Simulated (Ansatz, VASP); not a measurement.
## K2Ge: VASP beside Ansatz

```
CELL_PARAMETERS angstrom
3.93862 0.00000 0.00000
0.00000 3.93862 0.00000
0.00000 0.00000 3.77748
ATOMIC_POSITIONS crystal
K 0.50000 0.50000 0.50000
K 0.00000 0.00000 0.50000
Ge 0.00000 0.00000 0.00000
```

Alike in both runs: task relaxation of cell and atoms; functional PBE; k mesh 4 × 4 × 4; occupations gaussian, width 0.1 eV; no spin polarisation.

|  | VASP | Ansatz |
| --- | --- | --- |
| version | VASP 6.6.1 | Ansatz 0.2.0 |
| potentials or method | VASP PAW PBE potentials, release 64 (K_sv, Ge_d) | scalar-relativistic, plane waves, PAW |
| plane-wave cutoff (eV) | 600 | 420 |
| valence electrons in the cell | 32 | 32 |

VASP gave:

* gap on the k mesh at the Fermi level, each at its own relaxed structure (eV): none
* relaxed volume (Å³/atom): 54.02
* relaxed cell length with the largest relative difference (Å): 5.923
* energy change over the relaxation (meV/atom): -3325

**Question.** What did Ansatz give for the same quantities?

**Answer.** gap on the k mesh at the Fermi level, each at its own relaxed structure (eV): none; relaxed volume (Å³/atom): 58.54; relaxed cell length with the largest relative difference (Å): 6.095; energy change over the relaxation (meV/atom): -3304.

A gap of «none» marks a metal or a gap that the smearing closes. One of these differences is far larger than is usual between the two programs; its cause wasn't traced.

Caveats: the k mesh is coarse (spacing up to 0.42 Å⁻¹), so the values aren't converged; the volume moved by over 15 % at a fixed basis, so the end points are rough (VASP).
